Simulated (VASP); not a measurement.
All values below come from PBEsol GGA, VASP's PBE PAW potentials (set 64) (plane waves; VASP).

The input files of a VASP run:

**POSCAR**
```
CdTe
1.0
  0.0000000000   3.2418694379   3.2418694379
  3.2418694379   0.0000000000   3.2418694379
  3.2418694379   3.2418694379   0.0000000000
Cd Te
1 1
Cartesian
  0.0000000000   0.0000000000   0.0000000000
  1.6209347190   1.6209347190   1.6209347190
```

File KPOINTS:
```
Automatic mesh
0
Gamma
7 7 7
0 0 0
```

**INCAR**
```
SYSTEM = CdTe
PREC = Accurate
ENCUT = 500
EDIFF = 1E-6
NELM = 100
ALGO = Normal
LREAL = .FALSE.
LASPH = .TRUE.
ISMEAR = 0
SIGMA = 0.05
GGA = PS
LMAXMIX = 4
LWAVE = .FALSE.
LCHARG = .FALSE.
IBRION = 2
ISIF = 3
NSW = 40
EDIFFG = -0.02
```

POTCAR, in this order: Cd Te (PBE.64 set). Program: vasp_std.

Output of the run:

File OUTCAR:
```
 ion  position               nearest neighbor table
   1  0.000  0.000  0.000-   2 2.81   2 2.81   2 2.81   2 2.81
   2  0.250  0.250  0.250-   1 2.81   1 2.81   1 2.81   1 2.81
  LATTYP: Found a face centered cubic cell.
 ALAT       =     6.4837388758
 Subroutine PRICEL returns:
 Original cell was already a primitive cell.
 Subroutine GETGRP returns: Found 24 space group operations
The static configuration has the point symmetry T_d .
The dynamic configuration has the point symmetry T_d .
 Subroutine INISYM returns: Found 24 space group operations
 Subroutine IBZKPT returns following result:
 Found     20 irreducible k-points:

 Following reciprocal coordinates:
            Coordinates               Weight
  0.000000  0.000000  0.000000      1.000000
  0.142857  0.000000  0.000000      8.000000
  0.285714  0.000000  0.000000      8.000000
  0.428571  0.000000  0.000000      8.000000
  0.142857  0.142857  0.000000      6.000000
  0.285714  0.142857  0.000000     24.000000
  0.428571  0.142857  0.000000     24.000000
 -0.428571  0.142857  0.000000     24.000000
 -0.285714  0.142857  0.000000     24.000000
 -0.142857  0.142857  0.000000     12.000000
  0.285714  0.285714  0.000000      6.000000
  0.428571  0.285714  0.000000     24.000000
 -0.428571  0.285714  0.000000     24.000000
 -0.285714  0.285714  0.000000     12.000000
  0.428571  0.428571  0.000000      6.000000
 -0.428571  0.428571  0.000000     12.000000
  0.428571  0.285714  0.142857     24.000000
 -0.428571  0.285714  0.142857     48.000000
 -0.428571  0.428571  0.142857     24.000000
 -0.285714  0.428571  0.142857     24.000000
   k-points           NKPTS =     20   k-points in BZ     NKDIM =     20   number of bands    NBANDS=     13
   number of dos      NEDOS =    301   number of ions     NIONS =      2
   total plane-waves  NPLWV =  46656
   dimension x,y,z NGX =    36 NGY =   36 NGZ =   36
   dimension x,y,z NGXF=    72 NGYF=   72 NGZF=   72
   ions per type =               1   1
   PREC   = accura    normal or accurate (medium, high low for compatibility)
   ISTART =      0    job   : 0-new  1-cont  2-samecut
   ICHARG =      2    charge: 1-file 2-atom 10-const
   ISPIN  =      1    spin polarized calculation?
   LNONCOLLINEAR =      F non collinear calculations
   LSORBIT =      F    spin-orbit coupling
   INIWAV =      1    electr: 0-lowe 1-rand  2-diag
   ENCUT  =  500.0 eV  36.75 Ry    6.06 a.u.   8.36  8.36  8.36*2*pi/ulx,y,z
   NELM   =    100;   NELMIN=  2; NELMDL= -5     # of ELM steps
   EDIFF  = 0.1E-05   stopping-criterion for ELM
   LREAL  =      F    real-space projection
   NLSPLINE    = F    spline interpolate recip. space projectors
   LMAXMIX     =    4 max onsite mixed and CHGCAR
   VOSKOWN=      0    Vosko Wilk Nusair interpolation
   EDIFFG = -.2E-01   stopping-criterion for IOM
   NSW    =     40    number of steps for IOM
   NBLOCK =      1;   KBLOCK =     40    inner block; outer block
   IBRION =      2    ionic relax: 0-MD 1-quasi-New 2-CG
   NFREE  =      1    steps in history (QN), initial steepest desc. (CG)
   ISIF   =      3    stress and relaxation
   ISYM   =      2    0-nonsym 1-usesym 2-fastsym
   TEIN   =    0.0    initial temperature
   TEBEG  =    0.0;   TEEND  =   0.0 temperature during run
   SMASS  =  -3.00    Nose mass-parameter (am)
   PSTRESS=    0.0 pullay stress
   NELECT =      18.0000    total number of electrons
   EFERMI =   0.00;   METHOD = LEGACY
   ISMEAR =     0;   SIGMA  =   0.05  broadening in eV -4-tet -1-fermi 0-gaus
   IALGO  =     38    algorithm
   LDIAG  =      T    sub-space diagonalisation (order eigenvalues)
   IMIX   =      4    mixing-type and parameters
     AMIX     =   0.40;   BMIX     =  1.00
     AMIX_MAG =   1.60;   BMIX_MAG =  1.00
...
```

### OSZICAR
```
       N       E                     dE             d eps       ncg     rms          rms(c)
DAV:   1     0.983999634670E+02    0.98400E+02   -0.82057E+03   520   0.117E+03
DAV:   2    -0.166951147637E+01   -0.10007E+03   -0.96440E+02   585   0.272E+02
DAV:   3    -0.570240303118E+01   -0.40329E+01   -0.40171E+01   620   0.570E+01
DAV:   4    -0.574319389874E+01   -0.40791E-01   -0.40784E-01   722   0.499E+00
DAV:   5    -0.574334634711E+01   -0.15245E-03   -0.15245E-03   625   0.267E-01    0.565E+00
DAV:   6    -0.550625722945E+01    0.23709E+00   -0.53833E-01   580   0.102E+01    0.465E+00
DAV:   7    -0.548857917233E+01    0.17678E-01   -0.11401E-01   580   0.256E+00    0.187E+00
DAV:   8    -0.548761242307E+01    0.96675E-03   -0.10143E-02   540   0.141E+00    0.536E-01
DAV:   9    -0.548758318506E+01    0.29238E-04   -0.79755E-04   605   0.339E-01    0.123E-01
DAV:  10    -0.548761328816E+01   -0.30103E-04   -0.11637E-04   570   0.113E-01    0.549E-02
DAV:  11    -0.548763737811E+01   -0.24090E-04   -0.48756E-05   543   0.475E-02    0.353E-02
DAV:  12    -0.548763544211E+01    0.19360E-05   -0.46000E-06   615   0.168E-02    0.182E-02
DAV:  13    -0.548763535363E+01    0.88482E-07   -0.40249E-07   305   0.434E-03
   1 F= -.54876354E+01 E0= -.54876354E+01  d E =-.548764E+01
       N       E                     dE             d eps       ncg     rms          rms(c)
DAV:   1    -0.550007163990E+01   -0.12436E-01   -0.24999E-01   575   0.662E+00    0.826E-01
DAV:   2    -0.548929483271E+01    0.10777E-01   -0.29089E-02   555   0.272E+00    0.275E-01
DAV:   3    -0.548816458498E+01    0.11302E-02   -0.27922E-03   560   0.581E-01    0.230E-01
DAV:   4    -0.548798502071E+01    0.17956E-03   -0.30169E-04   550   0.143E-01    0.429E-02
DAV:   5    -0.548797365922E+01    0.11361E-04   -0.34097E-05   555   0.779E-02    0.302E-02
DAV:   6    -0.548797304511E+01    0.61412E-06   -0.81812E-06   550   0.298E-02
   2 F= -.54879730E+01 E0= -.54879730E+01  d E =-.337691E-03
```

### OUTCAR
```
------------------------ aborting loop because EDIFF is reached ----------------------------------------
  FORCE on cell =-STRESS in cart. coord.  units (eV):
  Direction    XX          YY          ZZ          XY          YZ          ZX
  --------------------------------------------------------------------------------------
  Total       -0.0153238     -0.0153238     -0.0153238      0.0000000     -0.0000000      0.0000000
  in kB       -0.3572596     -0.3572596     -0.3572596      0.0000000     -0.0000000      0.0000000
  external PRESSURE =      -0.3572596 kB  Pullay stress =       0.0000000 kB
  volume of cell :       68.72
      direct lattice vectors                 reciprocal lattice vectors
    -0.000000000  3.251032134  3.251032134    -0.153797311  0.153797311  0.153797311
     3.251032134 -0.000000000  3.251032134     0.153797311 -0.153797311  0.153797311
     3.251032134  3.251032134 -0.000000000     0.153797311  0.153797311 -0.153797311
  FREE ENERGIE OF THE ION-ELECTRON SYSTEM (eV)
  ---------------------------------------------------
  free  energy   TOTEN  =        -5.4879730451 eV

  energy  without entropy=       -5.4879730451  energy(sigma->0) =       -5.48797305

 reached required accuracy - stopping structural energy minimisation
```
(Selected blocks of OUTCAR.)

### CONTCAR
```
CdTe
   1.00000000000000
    -0.0000000000000000    3.2510321342735087    3.2510321342735087
     3.2510321342735087   -0.0000000000000000    3.2510321342735087
     3.2510321342735087    3.2510321342735087   -0.0000000000000000
  Cd              Te
     1     1
Direct
     0.0000000000000000    1.0000000000000000    1.0000000000000000
     0.2500000000000000    0.2500000000000000    0.2500000000000000
```

The structure was generated: CdTe was put into the zinc blende type (F-43m), which need not be its known phase. This run relaxes it. Symmetry was kept, so distortions that lower it aren't found.
